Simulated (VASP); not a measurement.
**SnF4 (space group I4/mmm): computed properties**

These are PBEsol GGA, VASP's PBE PAW potentials (set 64) (plane waves; VASP) values and carry that method's errors.

```json
{
 "space_group": "I4/mmm (139)",
 "cell": "a = b = 4.107 Å, c = 7.992 Å, α = β = γ = 90.00°",
 "volume_per_atom": "13.48 Å³/atom",
 "band gap (over mesh and band path)": "3.17 eV",
 "smallest direct gap (over mesh and band path)": "3.39 eV",
 "band_edge_character_without_spin_orbit_coupling": "indirect, X to Γ",
 "band_gap_with_spin_orbit_coupling": "3.17 eV",
 "density": "4.80 g/cm³",
 "mean ε∞ (independent particles)": "2.58"
}
```

```xyz
5
Lattice="-2.0533 2.0533 3.9960 2.0533 -2.0533 3.9960 2.0533 2.0533 -3.9960" Properties=species:S:1:pos:R:3 pbc="T T T"
Sn     2.0533     2.0533     3.9960
F      0.0000     0.0000     6.0949
F      0.0000     0.0000     1.8972
F      2.0533     0.0000     3.9960
F      0.0000     2.0533     3.9960
```

Without a dispersion term in the relaxation, distances and binding between the weakly bound layers, chains or molecules are unreliable, and so is what depends on them. Unless said otherwise, spin-orbit coupling is left out, though it shifts the bands of the heavy elements here.

The structure comes from a computed database's SnF4 entry (I4/mmm); how it stands against other phases isn't given here. It was relaxed first. Symmetry was kept, so distortions that lower it aren't found.
